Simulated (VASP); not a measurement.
An input for Ansatz (written as the equivalent of a VASP run, and not itself run):

Ansatz 0.2 input:
```yaml
crystal:
  lattice:
    - [1.5785037, -2.7340485, 0.0000000]
    - [1.5785037, 2.7340485, 0.0000000]
    - [0.0000000, 0.0000000, 4.9915691]
  atoms:
    - { symbol: Hf, position: [0.3333330, 0.6666670, 0.2500000] }
    - { symbol: Hf, position: [0.6666670, 0.3333330, 0.7500000] }
kpoints:
  mp_grid: { grid: [15, 15, 8] }
hamiltonian:
  xc: pbesol
  pseudopotentials: { kind: paw }
scf:
  occupations: { method: tetrahedron }
  max_iter: 100
output: { forces: true, stress: true, eigenvalues: true }
```

Q: Write the VASP files for the same calculation (PBEsol).

A: This is not unique; one that fits is 
### INCAR
```
SYSTEM = Hf
PREC = Accurate; ENCUT = 400; LREAL = .FALSE.
LASPH = .TRUE.
EDIFF = 1E-7; NELM = 100; ALGO = Normal
LMAXMIX = 6
ISMEAR = -5
GGA = PS
ISIF = 2
LWAVE = .FALSE.; LCHARG = .TRUE.; LORBIT = 11
NEDOS = 601
```

### POSCAR
```
Hf
1
    1.5785036758    -2.7340485295     0.0000000000
    1.5785036758     2.7340485295    -0.0000000000
    0.0000000000     0.0000000000     4.9915691221
Hf
2
Direct
  0.3333330000   0.6666670000   0.2500000000
  0.6666670000   0.3333330000   0.7500000000
```

KPOINTS:
```
K-points
0
gamma
  15 15 8
```

POTCAR, in this order: Hf_pv (PBE.64 set). Program: vasp_std.

What does not carry over: each code has its own PAW files, so the cut-off isn't converted (ENCUT is set for VASP's; basis.ecutwfc is left out, and Ansatz then takes the one that its files recommend); Ansatz stops its SCF on the density residual and VASP on the energy change (EDIFF).

The compound is Hf in the hcp structure. It was relaxed first.
